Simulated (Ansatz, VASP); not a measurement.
# Cross-check of Ga3Ge2P3 between VASP and Ansatz, part 2 of 2

Aim: how closely do two programs agree when they are given the same cell, functional and k mesh? The cell is generated by rule, not measured, and may not be a known phase. The cell is taken from a series of runs on this material, whose earlier steps may have relaxed, scaled, displaced or heated it; both programs get it as it stands.

VASP 6.6.1 and Ansatz 0.2.0.

So far: Set-up; Ansatz: relaxation of cell and atoms, PBE; VASP: relaxation of cell and atoms, PBE.

### 3. VASP: relaxation of cell and atoms, PBE (continued)

Level of this step: PBE; plane waves and PAW (Ga_d, Ge_d, P); invented cell (VASP).

Numbers of over 12 decimals in the logs are rounded to 6 here.

Parts of OUTCAR (step 3):

```text
ion  position               nearest neighbor table
   1  0.000  0.000  0.005-   6 2.41   6 2.41   5 2.43   5 2.43
   2  0.500  0.500  0.250-   6 2.39   6 2.39   7 2.41   7 2.41
   3  0.000  0.000  0.495-   7 2.39   7 2.39   8 2.41   8 2.41
   4  0.500  0.500  0.748-   5 2.44   5 2.44   8 2.44   8 2.44
   5  0.000  0.500  0.877-   1 2.43   1 2.43   4 2.44   4 2.44
   6  0.500  1.000  0.130-   2 2.39   2 2.39   1 2.41   1 2.41
   7  0.000  0.500  0.375-   3 2.39   3 2.39   2 2.41   2 2.41
   8  0.500  1.000  0.619-   3 2.41   3 2.41   4 2.44   4 2.44

  LATTYP: Found a simple orthorhombic cell.
 ALAT       =     3.9465312372
 B/A-ratio  =     1.0026764671
 C/A-ratio  =     2.8170386427

 Subroutine GETGRP returns: Found  4 space group operations
 (whereof  4 operations were pure point group operations)

The static configuration has the point symmetry C_2v.

 Found    147 irreducible k-points:

   k-points           NKPTS =    147   k-points in BZ     NKDIM =    147   number of bands    NBANDS=     50

   dimension x,y,z NGX =    30 NGY =   30 NGZ =   84
   dimension x,y,z NGXF=    60 NGYF=   60 NGZF=  168

   ENCUT  =  500.0 eV  36.75 Ry    6.06 a.u.   7.20  7.21 20.27*2*pi/ulx,y,z

   NELECT =      82.0000    total number of electrons

 k-points in reciprocal lattice and weights: Automatic mesh
   0.00000000  0.00000000  0.00000000       0.002
   0.08333333  0.00000000  0.00000000       0.003
   0.16666667  0.00000000  0.00000000       0.003
   0.25000000  0.00000000  0.00000000       0.003
   0.33333333  0.00000000  0.00000000       0.003
   0.41666667  0.00000000  0.00000000       0.003
   0.50000000  0.00000000  0.00000000       0.002
   0.00000000  0.08333333  0.00000000       0.003
   0.08333333  0.08333333  0.00000000       0.007
[...]
0.41666667  0.50000000  0.50000000       0.003
   0.50000000  0.50000000  0.50000000       0.002

 average (electrostatic) potential at core
       1 -65.4011       2 -65.8087       3 -66.0269       4 -74.8374       5 -73.9572
       6 -83.7971       7 -83.9709       8 -84.4315

 E-fermi :   4.9754

 k-point     1 :       0.0000    0.0000    0.0000
  band No.  band energies     occupation
    ...
     38       2.9436      2.00000
     39       4.2534      2.00000
     40       4.4132      2.00052
     41       4.8993      1.59531
     42       4.9343      1.33961
     43       5.7408     -0.00000
     44       5.7885     -0.00000
     45       6.1828     -0.00000
     46       6.5192     -0.00000
     47       7.4587     -0.00000
    ...

 k-point     2 :       0.0833    0.0000    0.0000
  band No.  band energies     occupation
    ...
     37       2.7391      2.00000
     38       2.9670      2.00000
     39       3.6533      2.00000
     40       4.1279      2.00000
     41       4.9302      1.37151
     42       5.1417      0.00472
     43       6.0076     -0.00000
     44       6.1817     -0.00000
     45       6.5117     -0.00000
     46       6.8428     -0.00000
    ...

 k-point     3 :       0.1667    0.0000    0.0000
  band No.  band energies     occupation
    ...
     37       2.3838      2.00000
     38       2.7754      2.00000
     39       3.0274      2.00000
     40       3.6788      2.00000
     41       4.9175      1.46768
     42       5.3212     -0.03458
     43       6.2590     -0.00000
     44       6.7074     -0.00000
     45       7.3686     -0.00000
     46       7.5567     -0.00000
    ...

  Total        0.0044738      0.0044738      0.0116355      0.0018892      0.0000000      0.0000000
  in kB        0.0413103      0.0413103      0.1074410      0.0174443      0.0000000      0.0000000
  external PRESSURE =       0.0633539 kB  Pullay stress =       0.0000000 kB

  energy-cutoff  :      500.00
  volume of cell :      173.51
      direct lattice vectors                 reciprocal lattice vectors
     2.789969707  2.789969707  0.000000000     0.179213415  0.179213415  0.000000000
    -2.797424372  2.797424372  0.000000000    -0.178735842  0.178735842  0.000000000
     0.000000000  0.000000000 11.115749032     0.000000000  0.000000000  0.089962449

 POSITION                                       TOTAL-FORCE (eV/Angst)
 -----------------------------------------------------------------------------------
      0.00000      0.00000      0.05735         0.000000      0.000000     -0.000012
     -0.00373      2.79370      2.78376         0.000000      0.000000      0.000607
      0.00000      0.00000      5.50571         0.000000      0.000000     -0.001054
     -0.00373      2.79370      8.31527         0.000000      0.000000     -0.000198
     -1.39871      1.39871      9.75356         0.000000      0.000000     -0.001111
     -1.40244      4.19241      1.44090         0.000000      0.000000      0.001579
     -1.39871      1.39871      4.16682         0.000000      0.000000     -0.000464
     -1.40244      4.19241      6.88174         0.000000      0.000000      0.000653
 -----------------------------------------------------------------------------------
    total drift:                               -0.000647      0.000647      0.000583

  FREE ENERGIE OF THE ION-ELECTRON SYSTEM (eV)
  ---------------------------------------------------
  free  energy   TOTEN  =       -35.8403795229 eV

  energy  without entropy=      -35.8393832394  energy(sigma->0) =      -35.84004743

 reached required accuracy - stopping structural energy minimisation

 total charge
# of ion       s       p       d       tot
------------------------------------------
    1        0.888   0.831   9.984  11.702
    2        0.864   0.791  10.002  11.658
    3        0.864   0.799  10.002  11.665
    4        1.134   1.172  10.038  12.344
    5        1.137   1.301  10.011  12.449
    6        1.027   1.483   0.000   2.510
    7        1.026   1.492   0.000   2.518
    8        1.037   1.451   0.000   2.488
--------------------------------------------------
tot          7.977   9.320  50.038  67.334

[... 3 further parts left out ...]
```

CONTCAR:

```
Ga3Ge2P3
   1.00000000000000
     2.7899697066781521    2.7899697066781521    0.0000000000000000
    -2.7974243718379990    2.7974243718379990    0.0000000000000000
     0.0000000000000000    0.0000000000000000   11.1157490323581243
  Ga              Ge              P
     3     2     3
Direct
     0.0000000000000000    0.0000000000000000    0.0051591525653674
     0.5000000000000000    0.4999998213000012    0.2504340055127721
     0.0000000000000000    0.0000000000000000    0.4953073249147560
     0.5000000000000000    0.4999998213000012    0.7480621757302069
     0.0000000000000000    0.5000000000000000    0.8774541612988713
     0.5000000000000000    0.9999998213000012    0.1296271055184041
     0.0000000000000000    0.5000000000000000    0.3748577272163015
     0.5000000000000000    0.9999998213000012    0.6190984822433141
```

### 4. Side by side

Known differences besides the potentials themselves: the cutoff is 420 eV in Ansatz and 500 eV in VASP; Ansatz adds a Pulay correction to the stress that steers its cell, VASP none. Total energies have different zeros and are not compared.

Compared:

| quantity | Ansatz | VASP | difference |
| --- | --- | --- | --- |
| volume (Å³) | 173.62 | 173.51 | +0.07 % |
| edge a after relaxation, in the typed setting (Å) | 3.947 | 3.946 | +0.03 % |
| edge b after relaxation, in the typed setting (Å) | 3.957 | 3.956 | +0.02 % |
| edge c after relaxation, in the typed setting (Å) | 11.118 | 11.116 | +0.02 % |

### 5. Summary of results

| Item | Value |
| --- | --- |
| difference in volume (relaxation of cell and atoms, PBE) | 0.066 % |

What this shows: The difference in volume is 0.066 % (relaxation of cell and atoms, PBE), within the 1.2 % picked in this series as the mark of a large difference, as far as the stopping tolerances let one tell. Such differences can come from data sets, numerical settings and the points named under the comparisons, not from the functional's error against experiment.

[Lines on the potential files, build, host, timing and source positions are cut from VASP's logs without a mark.]

[Logs are printed without paths, hosts, clocks, repeated set-up lines and the standing remarks that a program may print on its own settings, such as how far it seeks lower states.]

[Hosts, paths, dates, database ids (printed as entryN), source tags and the programs' standing remarks are cut or masked in the printed files.]
